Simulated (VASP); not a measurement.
Shape and ions are relaxed at each volume.

```
Mg
1.0
    1.56783    -2.71556     0.00000
    1.56783     2.71556     0.00000
    0.00000     0.00000     5.08065
Mg
2
Direct
  0.33333   0.66667   0.25000
  0.66667   0.33333   0.75000
```

Calculation: PBE GGA with D3 dispersion (Becke-Johnson damping), VASP's PBE PAW potentials (set 64) (plane waves; VASP 6.6.1). Numerical set-up: 520 eV cut-off, 13×13×7 Γ-centred mesh, first-order Methfessel-Paxton smearing of 0.10 eV, potentials Mg.

Q: Give the energy at these volumes per atom, relative to the lowest: 20.32, 20.97, 21.62, 22.27, 22.91 Å³.

A: 11.2, 2.7, 0.0, 2.2, 8.7 meV/atom. A third-order Birch-Murnaghan fit gives B0 = 40.6 GPa and B0′ = 4.2.

Measured: bulk modulus 38.6 GPa at 0 K (computed value off by +5.2 %), as given by K. Lejaeghere et al., Critical reviews in solid state and materials sciences/CRC critical reviews in solid state and materials sciences (2013), arXiv:1204.2733 [extrapolated to 0 K and zero-point effects removed (source: thermally corrected experimental values)].

The compound is Mg in the hcp structure. It was relaxed first, which changed the volume by -7 %.
